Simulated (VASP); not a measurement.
Computed with rev-vdW-DF2, VASP's PBE PAW potentials (set 64) (plane waves; VASP).

VASP ran on this input.

### INCAR
```
! general
SYSTEM    =  BaTiO3
PREC      =  Accurate
ENCUT     =  520
LREAL     =  .False.
LASPH     =  .True.

! electronic loop
EDIFF     =  1E-6
NELM      =  100
ALGO      =  Normal
LMAXMIX   =  4

! smearing
ISMEAR    =  0
SIGMA     =  0.05

! functional
GGA       =  MK
LUSE_VDW  =  .True.
AGGAC     =  0.0
PARAM1    =  0.1234568
PARAM2    =  0.7114
ZAB_VDW   =  -1.8867

! ions
IBRION    =  2
NSW       =  60
ISIF      =  3
EDIFFG    =  -0.02

! output
LWAVE     =  .False.
LCHARG    =  .False.
```

POSCAR:
```
BaTiO3
1
    3.9643769711     0.0000000000     0.0000000000
    0.0000000000     3.9643769711    -0.0000000000
    0.0000000000    -0.0000000000     4.0827854014
Ba Ti O
1 1 3
Direct
  1.0000000000   0.0000000000   0.0034375005
  0.5000000000   0.5000000000   0.5215192815
  0.5000000000   0.5000000000   0.9712799965
  1.0000000000   0.5000000000   0.4838816107
  0.5000000000   1.0000000000   0.4838816107
```

File KPOINTS:
```
Automatic
0
Gamma
5 5 5
```

POTCAR, in this order: Ba_sv Ti_sv O (PBE.64 set). Program: vasp_std.

What does the run give for the energy per atom (σ→0), volume per atom?

The energy per atom (σ→0) is -6.443 eV/atom and the volume per atom is 13.06 Å³/atom.

OSZICAR:
```
...
       N       E                     dE             d eps       ncg     rms          rms(c)
DAV:   1    -0.322165453037E+02   -0.58842E-03   -0.15007E-01   864   0.367E+00    0.202E-01
DAV:   2    -0.322165876429E+02   -0.42339E-04   -0.78998E-03   984   0.730E-01    0.124E-01
DAV:   3    -0.322163941281E+02    0.19351E-03   -0.91459E-04  1192   0.229E-01    0.627E-02
DAV:   4    -0.322163282796E+02    0.65848E-04   -0.28542E-04  1360   0.154E-01    0.294E-02
DAV:   5    -0.322163230625E+02    0.52172E-05   -0.52604E-05  1136   0.626E-02    0.128E-02
DAV:   6    -0.322163226426E+02    0.41984E-06   -0.48500E-06  1072   0.181E-02
   5 F= -.32216323E+02 E0= -.32216323E+02  d E =-.365635E-03
```

The compound is BaTiO3 in the tetragonal perovskite structure. This run relaxes it. Symmetry was kept, so distortions that lower it aren't found.
